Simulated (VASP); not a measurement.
The input files of a VASP run:

File KPOINTS:
```
Automatic
0
G
  5 5 5
```

INCAR:
```
ALGO = Normal
EDIFF = 1E-6
ENCUT = 400
GGA = PE
ISIF = 2
ISMEAR = 0
LASPH = .TRUE.
LCHARG = .FALSE.
LREAL = .FALSE.
LWAVE = .FALSE.
NELM = 100
PREC = Accurate
SIGMA = 0.05
SYSTEM = Na2S
```

POSCAR:
```
Na2S
1
    0.0000000000     3.3052350000     3.2603140000
    3.2590900000     0.0000000000     3.2603140000
    3.2590900000     3.3052350000     0.0000000000
Na S
2 1
Direct
  0.2500000000   0.2500000000   0.2500000000
  0.7500000000   0.7500000000   0.7500000000
 -0.0113440000   0.0113440000   0.0113440000
```

POTCAR, in this order: Na_pv S (PBE.64 set). Program: vasp_std.

Q: Translate this PBE calculation to Quantum ESPRESSO's pw.x.

A: One equivalent input (not run):
```
&CONTROL
  calculation = 'scf'
  pseudo_dir = './pseudo'
  outdir = './out'
  tprnfor = .true.
  tstress = .true.
/
&SYSTEM
  ibrav = 0
  nat = 3
  ntyp = 2
  ecutwfc = 88
  occupations = 'smearing'
  smearing = 'gaussian'
  degauss = 0.003675
  input_dft = 'pbe'
/
&ELECTRONS
  conv_thr = 7.3e-08
  electron_maxstep = 100
/
ATOMIC_SPECIES
  Na 22.990 Na.upf
  S 32.060 S.upf
CELL_PARAMETERS angstrom
     0.0000000    3.3052350    3.2603140
     3.2590900    0.0000000    3.2603140
     3.2590900    3.3052350    0.0000000
ATOMIC_POSITIONS crystal
  Na   0.2500000  0.2500000  0.2500000
  Na   0.7500000  0.7500000  0.7500000
  S   -0.0113440  0.0113440  0.0113440
K_POINTS automatic
  5 5 5 0 0 0
```
Limits of the translation: the potentials are each code's own (VASP's PAW set, PseudoDojo norm-conserving files in pw.x), so ENCUT and ecutwfc are chosen apart and not converted; conv_thr bounds pw.x's estimated SCF error, while EDIFF bounds the energy change between steps.

The compound is Na2S in the antifluorite structure. The cell was not relaxed at this level, atoms are displaced from their ideal sites.
